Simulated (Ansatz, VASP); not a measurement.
# CeO2 in two plane-wave programs

Aim: how closely do two programs agree when they are given the same cell, functional and k mesh? The cell is a member of a volume series, scaled by 1.015 from a relaxed one, so a pressure remains. Other levels of theory on this material are compared in a session of their own.

Calculated with Ansatz 0.2.0; plane waves, with VASP 6.6.1 beside it; single point at r2SCAN.

### Step 1. Starting point

Symmetry: Fm-3m, No. 225, cubic system. Conventional cell: a = 5.463 Å, b = 5.463 Å, c = 5.463 Å, α = 90.00°, β = 90.00°, γ = 90.00°. Nearest to Ce lie 8 O at 2.37 Å. Nearest to O lie 4 Ce at 2.37 Å. Farther neighbours and most contacts between anions are not listed.

Structure file:

```cif
data_structure
_symmetry_space_group_name_H-M 'P 1'
_symmetry_Int_Tables_number 1
_cell_length_a 3.8626
_cell_length_b 3.8626
_cell_length_c 3.8626
_cell_angle_alpha 60.000
_cell_angle_beta 60.000
_cell_angle_gamma 60.000
_cell_volume 40.75
loop_
_atom_site_label
_atom_site_type_symbol
_atom_site_fract_x
_atom_site_fract_y
_atom_site_fract_z
_atom_site_occupancy
Ce1 Ce 0.00000 0.00000 0.00000 1
O2 O 0.75000 0.75000 0.75000 1
O3 O 0.25000 0.25000 0.25000 1
```

### Step 2. Ansatz: single point, r2SCAN, volume scaled by 1.015

Ansatz runs on its default PAW (the set named soft_2) files.

A single point gives forces, pressure and levels at one fixed geometry, so differences don't come from the geometry; what else differs is listed under the comparison.

The input, input.yaml:

```yaml
crystal:
  lattice:
    - [0.0, 2.73130335, 2.73130335]
    - [2.73130335, 0.0, 2.73130335]
    - [2.73130335, 2.73130335, 0.0]
  atoms:
    - { symbol: Ce, position: [0.0, 0.0, 0.0] }
    - { symbol: O, position: [0.75, 0.75, 0.75] }
    - { symbol: O, position: [0.25, 0.25, 0.25] }
hamiltonian:
  xc: r2scan
  pseudopotentials: { kind: paw }
kpoints:
  mp_grid: { grid: [8, 8, 8] }
scf:
  occupations: { method: gaussian, width: 0.03 }
  n_extra_bands: 4
output:
  forces: true
  stress: true
  eigenvalues: true
```

Launch:

```sh
ansatz run input.yaml --threads 2 --pin off --max-ram 4608MiB --backend cpu --events-out ev --progress --plain --runs-dir out
```

Numbers of over 12 decimals in the logs are rounded to 6 here.

Output:

```text
scf.n_extra_bands = 4 over 12 filled bands (N_el = 24.0): the run solves 16 bands
Engine: ansatz 0.2.0, aarch64-unknown-linux-gnu
Pseudopotentials: kind: paw
Pseudopotential: Ce, paw, valence charge 12, recommended cutoff 500 eV (meta_gga), Ce.paw.azcp
Pseudopotential: O, paw, valence charge 6, recommended cutoff 500 eV (meta_gga), O.paw.azcp
Functional definition: r2SCAN
  parameter k0 = 0.174
  parameter k1 = 0.065
  parameter a1 = 4.9479
  exchange = r2scan_x(k0 = k0, k1 = k1, a1 = a1)
  correlation = r2scan_c
Crystal: 3 atoms, lattice volume = 40.751 Å³
Basis set: ecut = 500 eV, 1037 PW (Γ), exchange–correlation on 120×120×120 points (64 copies of the dense FFT grid, shifted against one another)
Bands: 16, of which v1, the nominal top of the filled ones, is band 12 counted from 1 (11 counted from 0)
Symmetry: 48 space group operations
Space group: Fm-3m (ITA 225), of the structure as read, at distance tolerance 3.4e-5 Å
k-points: 29 of 512
Non-local potential: Ce, projectors of the file, l = 0: 3, l = 1: 2, l = 2: 2, l = 3: 3
Non-local potential: O, projectors of the file, l = 0: 2, l = 1: 2, l = 2: 1
PAW form: soft (Blöchl's): semilocal exchange-correlation on the pseudo side does not see the compensation charge
PAW frozen core: Ce, regenerated for the run's functional (the file was generated under x = pbe(κ = 0.804, μ = 0.219515), c = pbe(β = 0.066725))
PAW frozen core: O, regenerated for the run's functional (the file was generated under x = pbe(κ = 0.804, μ = 0.219515), c = pbe(β = 0.066725))
PAW one-centre angular grid: Ce, 2702 points (default); XC on 160 Gauss nodes
PAW one-centre angular grid: O, 302 points (default); XC on 160 Gauss nodes
Initial density: superposition of atomic densities (chi_scale 0.1, normalization cell, long waves kept (reshape's long-wave potential 0.00 eV rms))
Initial wavefunctions: pseudopotential atomic-orbital guess
Functional: x = r2scan, c = r2scan; τ floored in thin density (d = 2e-4 eV/Å³)
SCF iter   1: F=—  HF=-7735.912720 eV  |F-HF|=—  |Δ(HF+E_count)|=         —  Δρ=1.89e-1  dr2=7.60e0  dr2_τ=3.38e-1  ethr=3.10e-3  ⟨swp⟩=4.1  Hψ=2098  notcnv=0
preconditioner: auto → none  [insulator: Δε(μ)=6.074 eV  Ē_g=15.061 eV  σ=0.030 eV  W_gap=1.00  n_scr=14 (ndim 8)  ℏωp=27.3 eV  f_vac=0.002  D(μ)=0.00/eV (n_scr^D=0)  ε∞_Penn≈4.3]
SCF iter   2: F=—  HF=-7733.991489 eV  |F-HF|=—  |Δ(HF+E_count)|=    1.92e0  Δρ=1.58e-1  dr2=1.12e1  dr2_τ=1.07e0  ethr=3.10e-3  ⟨swp⟩=4.8  Hψ=1555  notcnv=0
SCF iter   3: F=—  HF=-7733.585810 eV  |F-HF|=—  |Δ(HF+E_count)|=   4.06e-1  Δρ=8.72e-2  dr2=1.59e0  dr2_τ=2.43e-1  ethr=3.10e-3  ⟨swp⟩=4.1  Hψ=1895  notcnv=0
SCF iter   4: F=—  HF=-7732.848339 eV  |F-HF|=—  |Δ(HF+E_count)|=   7.37e-1  Δρ=2.06e-2  dr2=6.60e-2  dr2_τ=1.29e-2  ethr=3.10e-3  ⟨swp⟩=4.6  Hψ=1316  notcnv=0
SCF iter   5: F=—  HF=-7732.815910 eV  |F-HF|=—  |Δ(HF+E_count)|=   3.24e-2  Δρ=5.33e-3  dr2=1.04e-2  dr2_τ=1.14e-3  ethr=2.75e-4  ⟨swp⟩=4.3  Hψ=1167  notcnv=0
SCF iter   6: F=—  HF=-7732.814304 eV  |F-HF|=—  |Δ(HF+E_count)|=   1.61e-3  Δρ=1.84e-3  dr2=1.19e-3  dr2_τ=7.06e-5  ethr=4.34e-5  ⟨swp⟩=3.3  Hψ=860  notcnv=0  defer=1
SCF iter   7: F=—  HF=-7732.814305 eV  |F-HF|=—  |Δ(HF+E_count)|=   4.24e-7  Δρ=2.50e-4  dr2=1.63e-5  dr2_τ=1.42e-6  ethr=4.97e-6  ⟨swp⟩=2.5  Hψ=782  notcnv=0
SCF iter   8: F=—  HF=-7732.814326 eV  |F-HF|=—  |Δ(HF+E_count)|=   2.10e-5  Δρ=1.14e-4  dr2=5.05e-6  dr2_τ=1.76e-7  ethr=6.80e-8  ⟨swp⟩=2.1  Hψ=669  notcnv=0
SCF iter   9: F=—  HF=-7732.814336 eV  |F-HF|=—  |Δ(HF+E_count)|=         —  Δρ=9.71e-4  dr2=1.83e-4  dr2_τ=1.74e-5  ethr=2.10e-8  ⟨swp⟩=2.1  Hψ=601  notcnv=0
Mixer restart at iter 9: flushing history
SCF iter  10: F=—  HF=-7732.814962 eV  |F-HF|=—  |Δ(HF+E_count)|=   6.26e-4  Δρ=2.82e-3  dr2=3.62e-3  dr2_τ=1.49e-4  ethr=2.10e-8  ⟨swp⟩=4.2  Hψ=1499  notcnv=0  recentre
SCF iter  11: F=—  HF=-7732.814454 eV  |F-HF|=—  |Δ(HF+E_count)|=   5.08e-4  Δρ=8.71e-4  dr2=2.42e-4  dr2_τ=6.76e-6  ethr=2.10e-8  ⟨swp⟩=4.0  Hψ=1445  notcnv=0
SCF iter  12: F=—  HF=-7732.814479 eV  |F-HF|=—  |Δ(HF+E_count)|=   2.49e-5  Δρ=3.59e-4  dr2=1.31e-5  dr2_τ=9.32e-7  ethr=2.10e-8  ⟨swp⟩=3.1  Hψ=979  notcnv=0
SCF iter  13: F=-7732.814512 eV  HF=-7732.814512 eV  |F-HF|=3.05e-9  |Δ(HF+E_count)|=   3.26e-5  Δρ=1.23e-5  dr2=1.96e-8  dr2_τ=3.80e-9  ethr=4.17e-10  ⟨swp⟩=8.2  Hψ=3571  notcnv=0
SCF 1 converged in 13 iterations: F = -7732.814512 eV  dr2 = 1.96e-8
  greatest PAW one-centre occupation: 0.956 electrons in one spin orbital (limit 2), on the Ce atom at site 0 (counted from 0), in its partial waves of l = 0
SCF converged after 13 iterations
Free energy (F): -7732.814512 eV
Harris-Foulkes:  -7732.814512 eV  (|F-HF|=3.05e-9)
Internal energy: -7732.814512 eV  (E = F + TS)
E sigma→0 (E₀):  -7732.814512 eV
Fermi energy:    11.554536 eV
--- Per-component energies (eV) ---
  E_band       = 3.833792
  E_kinetic    = 742.143454
  E_local      = -938.873980  (includes V_loc(G=0)·N_el)
  E_nonlocal   = 24.792435
  E_hartree    = 334.010388
  E_xc         = -375.999056
  E_vxc        = -502.754500  (∫ρ·V_xc dr)
  E_paw        = -5805.814228  (= ΣΔE_a)
  E_vpaw       = -18.515147  (= ΣTr[D̂ρ^β])
  E_aug_tail   = 0.002035  (compensation charges beyond the density's cutoff)
  E_vtau       = 29.019356  (kinetic-family band-sum trace: ∫τ·v_τ [+ j·A + Jᵃ·Aᵃ] dr)
  E_ewald      = -1713.094054
  E_core_change = 0.018495  (= ΣΔE_core)
  E_smearing   = -0.000000  (= −TS)
  E_closure    = -0.000000  (closes the sum)
  Σ components = -7732.814512   (vs F -7732.814512, Δ=0.00e0)
--- Forces (eV/Å), atoms counted from 1 ---
  atom   1  Ce    -0.00000000     0.00000000     0.00000000
  atom   2  O     -0.00000000    -0.00000000     0.00000000
  atom   3  O     -0.00000000    -0.00000000    -0.00000000
  max |Σ_I F_I| component: 4.63e-17 eV/Å
--- Stress (GPa, compression-positive) ---
       -2.583148       0.000000      -0.000000
        0.000000      -2.583148       0.000000
       -0.000000       0.000000      -2.583148
  P = ⅓ Tr σ = -2.5831 GPa (-25.831 kbar)
--- Band table (eV; the first three rows and the last of 29) ---
  k-point 0: bands = [... 8 lower, 6.6695, 9.9063, 9.9063, 9.9063, 13.0260, 13.0260, 13.0260, 13.1608]
  k-point 1: bands = [... 8 lower, 7.0473, 9.7666, 9.8490, 9.8490, 13.0113, 13.0113, 13.0273, 13.1812]
  k-point 2: bands = [... 8 lower, 7.9413, 9.5124, 9.7391, 9.7391, 12.9513, 12.9513, 13.0304, 13.1091]
  k-point 28: bands = [... 8 lower, 9.4134, 9.4134, 9.7836, 9.8236, 12.7008, 12.8349, 12.8349, 13.1030]
```

The job ended after 7.1 s (2 threads of Arm Neoverse N1, shared host; peak memory 0.39 GiB).

The run ends at a pressure of -2.58 GPa.

### Step 3. VASP: single point, r2SCAN, volume scaled by 1.015

The same cell, functional, mesh and smearing now go to VASP, with its own data sets and cutoff.

Lines of VASP's logs that name or quote its potential files are left out, and so is its time.

The input asks for a relaxation, which ended at its first step since no free force or stress exceeded the threshold; so it serves as a single point.

The input, INCAR:

```
SYSTEM = CeO2
PREC = Accurate
ENCUT = 560
EDIFF = 1E-06
NELM = 100
ISMEAR = 0
SIGMA = 0.03
LREAL = .FALSE.
ALGO = Normal
METAGGA = R2SCAN
LASPH = .TRUE.
NBANDS = 18
LORBIT = 11
LWAVE = .FALSE.
LCHARG = .FALSE.
KPAR = 4
IBRION = 2
NSW = 30
ISIF = 4
EDIFFG = -0.01
```

The input, POSCAR:

```
CeO2
1.0
    0.0000000000      2.7313033483      2.7313033483
    2.7313033483      0.0000000000      2.7313033483
    2.7313033483      2.7313033483      0.0000000000
Ce O
1 2
Direct
    0.0000000000      0.0000000000      0.0000000000
    0.7500000000      0.7500000000      0.7500000000
    0.2500000000      0.2500000000      0.2500000000
```

The input, KPOINTS:

```
Automatic mesh
0
Gamma
8 8 8
0 0 0
```

Potentials, in the order of the species: Ce and O (PBE family, release 64).

Launch:

```sh
mpirun -np 4 vasp_std
```

Output:

```text
[banner, memory and clock lines left out]
running    4 mpi-ranks, on    1 nodes
 distrk:  each k-point on    1 cores,    4 groups
 distr:  one band on    1 cores,    1 groups

 POSCAR found type information on POSCAR CeO
 POSCAR found :  2 types and       3 ions
|                                                                             |
|               ----> ADVICE to this user running VASP <----                  |
|                                                                             |
|     You enforced a specific xc type in the INCAR file but a different       |
|     [... a line on the potential file left out ...]
|     I HOPE YOU KNOW WHAT YOU ARE DOING!                                     |
|                                                                             |

 LDA part: xc-table for (None), standard interpolation
 POSCAR, INCAR and KPOINTS ok, starting setup
 FFT: planning ... GRIDC
 FFT: planning ... GRID_SOFT
 FFT: planning ... GRID
 WAVECAR not read
 entering main loop
       N       E                     dE             d eps       ncg     rms          rms(c)
DAV:   1     0.215392743286E+03    0.21539E+03   -0.12111E+04  1060   0.191E+03
DAV:   2    -0.190898728995E+02   -0.23448E+03   -0.21005E+03  1386   0.311E+02
DAV:   3    -0.663572861094E+02   -0.47267E+02   -0.41941E+02  1294   0.158E+02
DAV:   4    -0.679566389228E+02   -0.15994E+01   -0.15984E+01  1470   0.317E+01
DAV:   5    -0.680630838162E+02   -0.10644E+00   -0.10643E+00  1848   0.667E+00    0.289E+01
DAV:   6    -0.545502833202E+02    0.13513E+02   -0.39389E+01  1466   0.467E+01    0.109E+01
DAV:   7    -0.550450125637E+02   -0.49473E+00   -0.24332E+01  1524   0.643E+01    0.160E+01
DAV:   8    -0.540816010316E+02    0.96341E+00   -0.20760E+00  1508   0.154E+01    0.635E+00
DAV:   9    -0.541287125071E+02   -0.47111E-01   -0.23420E+00  1568   0.137E+01    0.390E+00
DAV:  10    -0.540682010644E+02    0.60511E-01   -0.16212E+00  1500   0.134E+01    0.200E+00
DAV:  11    -0.540384581787E+02    0.29743E-01   -0.38484E-01  1516   0.614E+00    0.123E+00
DAV:  12    -0.540391729791E+02   -0.71480E-03   -0.18634E-02  1652   0.106E+00    0.932E-01
DAV:  13    -0.540362766969E+02    0.28963E-02   -0.39913E-03  1662   0.533E-01    0.661E-01
DAV:  14    -0.540332857879E+02    0.29909E-02   -0.12243E-02  1552   0.102E+00    0.137E-01
DAV:  15    -0.540332711742E+02    0.14614E-04   -0.15546E-03  1728   0.350E-01    0.597E-02
DAV:  16    -0.540332768630E+02   -0.56888E-05   -0.39439E-05  1470   0.498E-02    0.545E-02
DAV:  17    -0.540332475979E+02    0.29265E-04   -0.65124E-05  1460   0.577E-02    0.296E-02
DAV:  18    -0.540332405390E+02    0.70589E-05   -0.10841E-05  1498   0.323E-02    0.150E-02
DAV:  19    -0.540332372840E+02    0.32550E-05   -0.20986E-05  1502   0.371E-02    0.205E-03
DAV:  20    -0.540332370979E+02    0.18614E-06   -0.58455E-07   614   0.935E-03
   1 F= -.54033237E+02 E0= -.54033237E+02  d E =-.540332E+02
 curvature:   0.00 expect dE= 0.000E+00 dE for cont linesearch  0.000E+00
 trial: gam= 0.00000 g(F)=  0.735E-49 g(S)=  0.369E-37 ort = 0.000E+00 (trialstep = 0.100E+01)
 search vector abs. value=  0.100E-09
 reached required accuracy - stopping structural energy minimisation
```

Parts of OUTCAR (step 3):

```text
ion  position               nearest neighbor table
   1  0.000  0.000  0.000-   2 2.37   2 2.37   2 2.37   3 2.37   3 2.37   3 2.37   2 2.37   3 2.37

  LATTYP: Found a face centered cubic cell.
 ALAT       =     5.4626066966

 Subroutine GETGRP returns: Found 48 space group operations
 (whereof 48 operations were pure point group operations)

The static configuration has the point symmetry O_h .

 Found     29 irreducible k-points:

   k-points           NKPTS =     29   k-points in BZ     NKDIM =     29   number of bands    NBANDS=     18

   dimension x,y,z NGX =    30 NGY =   30 NGZ =   30
   dimension x,y,z NGXF=    60 NGYF=   60 NGZF=   60

   ENCUT  =  560.0 eV  41.16 Ry    6.42 a.u.   7.45  7.45  7.45*2*pi/ulx,y,z

   NELECT =      24.0000    total number of electrons

 k-points in reciprocal lattice and weights: Automatic mesh
   0.00000000  0.00000000  0.00000000       0.002
   0.12500000  0.00000000  0.00000000       0.016
   0.25000000  0.00000000  0.00000000       0.016
   0.37500000  0.00000000  0.00000000       0.016
   0.50000000  0.00000000  0.00000000       0.008
   0.12500000  0.12500000  0.00000000       0.012
   0.25000000  0.12500000  0.00000000       0.047
   0.37500000  0.12500000  0.00000000       0.047
   0.50000000  0.12500000  0.00000000       0.047
[...]
-0.37500000  0.50000000  0.12500000       0.023
  -0.25000000  0.50000000  0.25000000       0.012

 average (electrostatic) potential at core
       1 -83.6860       2 -71.8534       3 -71.8534

 E-fermi :   4.9929

 k-point     1 :       0.0000    0.0000    0.0000
  band No.  band energies     occupation
    ...
      8       0.9920      2.00000
      9       0.9920      2.00000
     10       4.2081      2.00000
     11       4.2082      2.00000
     12       4.2082      2.00000
     13       7.3003      0.00000
     14       7.3003      0.00000
     15       7.3003      0.00000
     16       7.4364      0.00000
     17       7.8486      0.00000
    ...

 k-point     2 :       0.1250    0.0000    0.0000
  band No.  band energies     occupation
    ...
      8       1.1330      2.00000
      9       1.3687      2.00000
     10       4.0699      2.00000
     11       4.1523      2.00000
     12       4.1523      2.00000
     13       7.2856      0.00000
     14       7.2856      0.00000
     15       7.3016      0.00000
     16       7.4572      0.00000
     17       7.7151      0.00000
    ...

 k-point     3 :       0.2500    0.0000    0.0000
  band No.  band energies     occupation
    ...
      8       1.4634      2.00000
      9       2.2595      2.00000
     10       3.8183      2.00000
     11       4.0449      2.00000
     12       4.0449      2.00000
     13       7.2243      0.00000
     14       7.2243      0.00000
     15       7.3046      0.00000
     16       7.3818      0.00000
     17       7.5634      0.00000
    ...

  Total       -0.7023264     -0.7023264     -0.7023264     -0.0000000      0.0000000     -0.0000000
  in kB      -27.6127571    -27.6127571    -27.6127571     -0.0000000      0.0000000     -0.0000000
  external PRESSURE =     -27.6127571 kB  Pullay stress =       0.0000000 kB

  energy-cutoff  :      560.00
  volume of cell :       40.75
      direct lattice vectors                 reciprocal lattice vectors
     0.000000000  2.731303348  2.731303348    -0.183062786  0.183062786  0.183062786
     2.731303348  0.000000000  2.731303348     0.183062786 -0.183062786  0.183062786
     2.731303348  2.731303348  0.000000000     0.183062786  0.183062786 -0.183062786

 POSITION                                       TOTAL-FORCE (eV/Angst)
 -----------------------------------------------------------------------------------
      0.00000      0.00000      0.00000         0.000000     -0.000000      0.000000
      4.09696      4.09696      4.09696         0.000000      0.000000      0.000000
      1.36565      1.36565      1.36565        -0.000000     -0.000000     -0.000000
 -----------------------------------------------------------------------------------
    total drift:                                0.000000     -0.000000      0.000000

  FREE ENERGIE OF THE ION-ELECTRON SYSTEM (eV)
  ---------------------------------------------------
  free  energy   TOTEN  =       -54.0332370979 eV

  energy  without entropy=      -54.0332370979  energy(sigma->0) =      -54.03323710

 reached required accuracy - stopping structural energy minimisation

 total charge
# of ion       s       p       d       f       tot
--------------------------------------------------
    1        2.069   5.840   0.834   0.886   9.628
    2        1.577   3.461   0.000   0.000   5.038
    3        1.577   3.461   0.000   0.000   5.038
--------------------------------------------------
tot          5.223  12.762   0.834   0.886  19.704

[... 3 further parts left out ...]
```

### Step 4. Comparison

Known differences besides the potentials themselves: VASP keeps PBE cores, Ansatz makes them for the functional; the cutoff is 500 eV in Ansatz and 560 eV in VASP. Total energies have different zeros and are not compared.

Compared:

| quantity | Ansatz | VASP | difference |
| --- | --- | --- | --- |
| pressure (GPa) | -2.58 | -2.76 | +0.18 |
| pressure without Ansatz's Pulay correction (GPa) | -2.68 | -2.76 | +0.09 |
| gap on the k mesh (eV) | 2.157 | 2.117 | +0.040 |

A gap on the mesh is an upper bound, since the band edges may lie between its points. Ansatz's pressure holds a Pulay correction of 0.09 GPa; VASP's holds none.

### Step 5. Further runs

Further runs change the set-up of one program: Ansatz's method, potentials or start, or VASP's data sets, cutoff or form of LDA. The table gives Ansatz less VASP for each quantity, since a change that brings one quantity closer may part another.

| run | pressure (GPa) | gap on the k mesh (eV) |
| --- | --- | --- |
| as above | 0.18 | 0.040 |
| Ansatz's all-electron LAPW method | 0.19 | 0.072 |

### Step 6. Results

```json
{
  "difference in gap on the k mesh (single point, r2SCAN, volume scaled by 1.015)": "0.040 eV"
}
```

**Reading.** The difference in gap on the k mesh is 0.040 eV (single point, r2SCAN, volume scaled by 1.015), within the 0.08 eV picked in this series as the mark of a large difference. Single point, r2SCAN, volume scaled by 1.015, Ansatz's all-electron LAPW method: the difference in gap on the k mesh goes from 0.040 to 0.072 eV. 7 further runs of this series are not shown here. Such differences can come from data sets, numerical settings and the points named under the comparisons, not from the functional's error against experiment.

[Lines on the potential files, build, host, timing and source positions are cut from VASP's logs without a mark.]

[Logs are printed without paths, hosts, clocks, repeated set-up lines and the standing remarks that a program may print on its own settings, such as how far it seeks lower states.]

[Hosts, paths, dates, database ids (printed as entryN), source tags and the programs' standing remarks are cut or masked in the printed files.]
